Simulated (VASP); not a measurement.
Shape and ions are relaxed at each volume.

Here is the system:

```cif
data_Mg2
_chemical_formula_sum 'Mg2'
_space_group_name_H-M_alt 'P 1'
_space_group_IT_number 1
_cell_length_a 3.18831
_cell_length_b 3.18831
_cell_length_c 5.16453
_cell_angle_alpha 90.000
_cell_angle_beta 90.000
_cell_angle_gamma 120.000
loop_
_space_group_symop_operation_xyz
  'x, y, z'
loop_
_atom_site_label
_atom_site_type_symbol
_atom_site_fract_x
_atom_site_fract_y
_atom_site_fract_z
_atom_site_occupancy
Mg1 Mg 0.33333 0.66667 0.25000 1
Mg2 Mg 0.66667 0.33333 0.75000 1
```

Computed with TPSS meta-GGA, VASP's PBE PAW potentials (set 64) (plane waves; VASP 6.6.1). Numerical set-up: 520 eV cut-off, 13×13×7 Γ-centred mesh, first-order Methfessel-Paxton smearing of 0.10 eV, potentials Mg.

Problem. Give the energy at these volumes per atom, relative to the lowest: 21.36, 22.04, 22.72, 23.40, 24.09 Å³.

Solution. 10.9, 2.6, 0.0, 2.2, 8.6 meV/atom. A third-order Birch-Murnaghan fit gives B0 = 37.9 GPa and B0′ = 4.1.

Measured: bulk modulus 38.6 GPa at 0 K (computed value off by -1.9 %), as given by K. Lejaeghere et al., Critical reviews in solid state and materials sciences/CRC critical reviews in solid state and materials sciences (2013), arXiv:1204.2733 [extrapolated to 0 K and zero-point effects removed (source: thermally corrected experimental values)].

The compound is Mg in the hcp structure. It was relaxed first.
